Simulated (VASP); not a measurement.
OSZICAR of a VASP run on ZnS (zinc blende):

File OSZICAR:
```
       N       E                     dE             d eps       ncg     rms          rms(c)
DAV:   1    -0.132516676298E+05   -0.13252E+05   -0.31546E+05   944   0.526E+05
DAV:   2    -0.341333809211E+05   -0.20882E+05   -0.20967E+05  1033   0.816E+03
DAV:   3    -0.344471654104E+05   -0.31378E+03   -0.32633E+03  1282   0.219E+03
DAV:   4    -0.344605503755E+05   -0.13385E+02   -0.85114E+02  1236   0.304E+02
DAV:   5    -0.344163569066E+05    0.44193E+02   -0.83718E+02  1206   0.991E+01    0.639E+01
DAV:   6    -0.197974884304E+02    0.34397E+05   -0.64473E+03   844   0.150E+02    0.237E+01
DAV:   7    -0.198525106041E+02   -0.55022E-01   -0.41563E+00   809   0.400E+01    0.162E+01
DAV:   8    -0.194005588547E+02    0.45195E+00   -0.52614E-01   934   0.977E+00    0.101E+01
DAV:   9    -0.199611271608E+02   -0.56057E+00   -0.26621E-01   819   0.450E+00    0.442E+00
DAV:  10    -0.197598810559E+02    0.20125E+00   -0.17646E-01   789   0.764E+00    0.192E+00
DAV:  11    -0.199117706337E+02   -0.15189E+00   -0.17267E-01   784   0.453E+00    0.742E-01
DAV:  12    -0.200339226156E+02   -0.12215E+00   -0.32844E-02   897   0.283E+00    0.578E-01
DAV:  13    -0.199612056731E+02    0.72717E-01   -0.32366E-02   774   0.214E+00    0.630E-01
DAV:  14    -0.198883923316E+02    0.72813E-01   -0.17427E-02   789   0.123E+00    0.352E-01
DAV:  15    -0.199305132071E+02   -0.42121E-01   -0.27351E-03   819   0.611E-01    0.263E-01
DAV:  16    -0.199092985943E+02    0.21215E-01   -0.24551E-02   764   0.148E+00    0.421E-01
DAV:  17    -0.199023430456E+02    0.69555E-02   -0.22945E-03   864   0.593E-01    0.549E-01
DAV:  18    -0.199134900959E+02   -0.11147E-01   -0.28078E-03   779   0.728E-01    0.247E-01
DAV:  19    -0.199367984431E+02   -0.23308E-01   -0.17335E-03   859   0.477E-01    0.103E-01
DAV:  20    -0.199370830803E+02   -0.28464E-03   -0.41998E-05   889   0.664E-02    0.912E-02
DAV:  21    -0.199372425080E+02   -0.15943E-03   -0.94773E-05   774   0.982E-02    0.123E-01
DAV:  22    -0.199369585805E+02    0.28393E-03   -0.33440E-04   789   0.178E-01    0.105E-01
DAV:  23    -0.199375738681E+02   -0.61529E-03   -0.17133E-04   874   0.112E-01    0.974E-02
DAV:  24    -0.199375861770E+02   -0.12309E-04   -0.24192E-05   789   0.464E-02    0.758E-02
DAV:  25    -0.199375639066E+02    0.22270E-04   -0.63261E-05   954   0.733E-02    0.351E-02
DAV:  26    -0.199375919781E+02   -0.28071E-04   -0.17473E-05   769   0.400E-02    0.187E-02
DAV:  27    -0.199375985030E+02   -0.65249E-05   -0.48842E-06   784   0.216E-02    0.197E-02
DAV:  28    -0.199376021059E+02   -0.36029E-05   -0.19766E-06   782   0.159E-02    0.970E-03
DAV:  29    -0.199376024108E+02   -0.30497E-06   -0.25878E-07   577   0.645E-03
   1 F= -.19937602E+02 E0= -.19937602E+02  d E =-.199376E+02
       N       E                     dE             d eps       ncg     rms          rms(c)
DAV:   1    -0.199798857278E+02   -0.42284E-01   -0.62209E-01   894   0.185E+01    0.149E+00
DAV:   2    -0.199422279964E+02    0.37658E-01   -0.10689E-01   894   0.966E+00    0.589E-01
DAV:   3    -0.199394044246E+02    0.28236E-02   -0.67550E-03   759   0.108E+00    0.255E-01
DAV:   4    -0.199378356707E+02    0.15688E-02   -0.13441E-03  1032   0.733E-01    0.136E-01
DAV:   5    -0.199356868884E+02    0.21488E-02   -0.30378E-03   762   0.110E+00    0.688E-02
DAV:   6    -0.199374016669E+02   -0.17148E-02   -0.31623E-03   772   0.137E+00    0.454E-02
DAV:   7    -0.199381277366E+02   -0.72607E-03   -0.66047E-04   784   0.659E-01    0.162E-02
DAV:   8    -0.199381742376E+02   -0.46501E-04   -0.16050E-05   897   0.842E-02    0.750E-03
DAV:   9    -0.199381827278E+02   -0.84902E-05   -0.43328E-06   854   0.559E-02    0.204E-03
DAV:  10    -0.199381853812E+02   -0.26535E-05   -0.26469E-06   754   0.208E-02    0.112E-03
DAV:  11    -0.199381851960E+02    0.18520E-06   -0.17942E-07   392   0.964E-03
   2 F= -.19938185E+02 E0= -.19938185E+02  d E =-.582785E-03
       N       E                     dE             d eps       ncg     rms          rms(c)
DAV:   1    -0.199457560265E+02   -0.75706E-02   -0.10544E-01   899   0.744E+00    0.624E-01
DAV:   2    -0.199391371514E+02    0.66189E-02   -0.19712E-02   899   0.456E+00    0.242E-01
DAV:   3    -0.199387098431E+02    0.42731E-03   -0.10863E-03   775   0.446E-01    0.106E-01
DAV:   4    -0.199384605926E+02    0.24925E-03   -0.26394E-04   943   0.361E-01    0.591E-02
DAV:   5    -0.199382015613E+02    0.25903E-03   -0.42235E-04   769   0.426E-01    0.290E-02
DAV:   6    -0.199383974741E+02   -0.19591E-03   -0.44421E-04   784   0.533E-01    0.183E-02
DAV:   7    -0.199384962686E+02   -0.98795E-04   -0.13079E-04   774   0.296E-01    0.908E-03
DAV:   8    -0.199385248682E+02   -0.28600E-04   -0.71985E-06   829   0.719E-02    0.240E-03
DAV:   9    -0.199385265024E+02   -0.16342E-05   -0.12268E-06   447   0.257E-02    0.450E-04
DAV:  10    -0.199385266541E+02   -0.15172E-06   -0.49398E-07   392   0.131E-02
   3 F= -.19938527E+02 E0= -.19938527E+02  d E =-.924243E-03
```

Problem. Which electronic solver shows in the log?

Solution. It is blocked Davidson (ALGO = Normal, or the opening steps of other solvers). The INCAR had ALGO = Normal.

Problem. Can the final energy be trusted as converged?

Solution. The calculation finished and met its thresholds. It stopped with EDIFF = 1E-6, NELM = 100, NSW = 60 and EDIFFG = -0.01 after 3 ionic steps (TPSS meta-GGA, plane waves, VASP's PBE PAW potentials (set 64)).

The compound is ZnS in the zinc blende structure. This run relaxes it. Symmetry was kept, so distortions that lower it aren't found.
